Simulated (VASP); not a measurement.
```
Pt
1.0
    0.00000     1.95219     1.95219
    1.95219     0.00000     1.95219
    1.95219     1.95219     0.00000
Pt
1
Direct
  0.00000   0.00000   0.00000
```

All values below come from MS2 meta-GGA, VASP's PBE PAW potentials (set 64) (plane waves; VASP 6.6.1). Run with 520 eV cut-off, 18×18×18 Γ-centred mesh, tetrahedra with Blöchl corrections, potentials Pt.

Question: Give the energies of bands 1 to 6 at the high-symmetry points, in eV from the Fermi level.

Answer: 
```tsv
band	Γ	X	U	L	W
1	-10.54	-7.34	-6.49	-7.56	-5.89
2	-3.88	-6.83	-5.67	-3.99	-4.71
3	-3.88	-0.03	-2.97	-3.99	-4.71
4	-3.88	0.56	-1.40	-0.67	-2.11
5	-1.71	0.56	-0.13	0.06	0.57
6	-1.71	1.63	5.81	0.06	7.26
```

It has no gap at this level: it comes out as a metal or semimetal.

The compound is Pt in the fcc structure. It was relaxed first.
